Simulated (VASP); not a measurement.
Cost and result of VASP (PAW) for the bulk modulus of Al3Sc (L1_2). Static lattice, third-order Birch-Murnaghan fit over five volumes. The cost counts the five points of the equation of state, each on the mesh and cut-off of its row, so the ratios hold those differences too. With PBE it took about 3 core-minutes. Times come from single runs on busy shared machines, so they are rough: good to a factor of about 2.

```
level  k-mesh  cut-off (eV)  bulk modulus (GPa)  cost over PBE
-----  ------  ------------  ------------------  -------------
LDA     8×8×8           520          (withheld)     (withheld)
PBE     8×8×8           520                85.4      reference
TPSS    8×8×8           520          (withheld)     (withheld)
```

**Question.** Some entries are withheld; supply them.

**Answer.** 
- LDA, bulk modulus (GPa): 96.9
- LDA, cost over PBE: within a factor of 2
- TPSS, bulk modulus (GPa): 91.6
- TPSS, cost over PBE: about 6 times

Left out are levels that failed, ran on another kind of processor or have no fit band path; at most nine are shown.

The compound is Al3Sc in the L1_2 structure.
